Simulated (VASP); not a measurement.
## TiN: single point with PBE

The system is TiN.

```xyz
2
Lattice="3.0042 0.0000 0.0000 0.0000 4.2486 0.0000 1.5021 2.1243 1.5021" Properties=species:S:1:pos:R:3 pbc="T T T"
Ti    0.0000    0.0000    0.0000
N     0.0000    2.1243    0.0000
```

```yaml
Program: VASP 6.6.1
Task: single point
Functional: PBE
Potentials_or_basis: VASP PAW PBE potentials, release 64 (Ti_sv, N)
Cutoff: 520 eV
k_mesh: 13 × 9 × 35
Occupations: methfessel-paxton, width 0.1 eV
Spin: no spin polarisation
Further_INCAR_settings: ALGO = Normal; EDIFF = 1e-06; NBANDS = 16
```

```json
{
  "Pressure": "0.1 GPa",
  "Band gap on the k mesh": "none (metal or under the smearing width)"
}
```

Levels at points of the mesh, in eV from the Fermi level:
| k point | band 6 | band 7 | band 8 | band 9 | band 10 | band 11 |
| --- | --- | --- | --- | --- | --- | --- |
| (0.00, 0.00, 0.00) | -2.03 | -2.03 | -2.03 | -0.61 | -0.61 | -0.61 |

Core levels (eV, on the scale of the bands):
| atom | levels |
| --- | --- |
| 1 Ti | 1s -4852.2, 2s -521.0, 2p -428.3 |
| 2 N | 1s -366.1 |

Wall time 4.3 min on 1 thread of Intel(R) Xeon(R) 6975P-C (Granite Rapids), on a shared host, peak memory 0.69 GiB.
